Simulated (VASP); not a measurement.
Given:

```
CELL_PARAMETERS angstrom
      3.19091     0.00000     0.00000
     -1.59546     2.76341     0.00000
      0.00000     0.00000     5.09136
ATOMIC_POSITIONS crystal
  Mg 0.33333 0.66667 0.25000
  Mg 0.66667 0.33333 0.75000
```

Computed with PBEsol GGA, VASP's PBE PAW potentials (set 64) (plane waves; VASP). Settings: 400 eV cut-off, Gaussian smearing of 0.050 eV, potentials Mg.

Q: Give the energies of bands 1 to 5 at the high-symmetry points, in eV from the Fermi level.

A: 
```json
[
 {"band": "1", "Γ": "-7.05", "M": "-2.26", "K": "-0.73", "A": "-5.61", "L": "-1.17", "H": "0.13"},
 {"band": "2", "Γ": "-1.66", "M": "-2.24", "K": "-0.69", "A": "-5.61", "L": "-1.17", "H": "0.13"},
 {"band": "3", "Γ": "-1.10", "M": "2.69", "K": "-0.69", "A": "5.34", "L": "-0.49", "H": "0.61"},
 {"band": "4", "Γ": "10.84", "M": "3.04", "K": "4.16", "A": "5.34", "L": "-0.49", "H": "0.61"},
 {"band": "5", "Γ": "10.84", "M": "3.43", "K": "4.16", "A": "11.61", "L": "8.00", "H": "1.52"}
]
```

It has no gap at this level: it comes out as a metal or semimetal.

The structure comes from a measured Mg entry (P6_3/mmc) of the Crystallography Open Database, whose conditions weren't checked. It was relaxed first.
